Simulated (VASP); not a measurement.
```xyz
7
Lattice="3.8994 0.0000 0.0000 0.0000 3.8994 0.0000 0.0000 0.0000 6.9343" Properties=species:S:1:pos:R:3 pbc="T T T"
Cd     1.9497     1.9497     0.0000
P      0.0000     0.0000     3.4672
Pd     0.0000     0.0000     0.0000
Pd     1.9497     0.0000     4.8490
Pd     1.9497     0.0000     2.0853
Pd     0.0000     1.9497     4.8490
Pd     0.0000     1.9497     2.0853
```

Calculation: PBEsol GGA, VASP's PBE PAW potentials (set 64) (plane waves; VASP). Settings: 300 eV cut-off, 7×7×4 Γ-centred mesh, Fermi-Dirac smearing of 0.10 eV, potentials Cd P Pd.

At this cut-off the stress carries a Pulay error, which pulls relaxed volumes low.

Problem. Give the stress tensor in GPa (positive for a compressed cell).

Solution. 
```
1.25  0.00  0.00
0.00  1.25  0.00
0.00  0.00  0.38
```
The pressure is its mean diagonal, 0.96 GPa.

The structure comes from a computed database's CdPPd5 entry; how it stands against other phases isn't given here. The cell was not relaxed at this level. The electron count is odd and the run is not spin-polarised, which forces a metal.
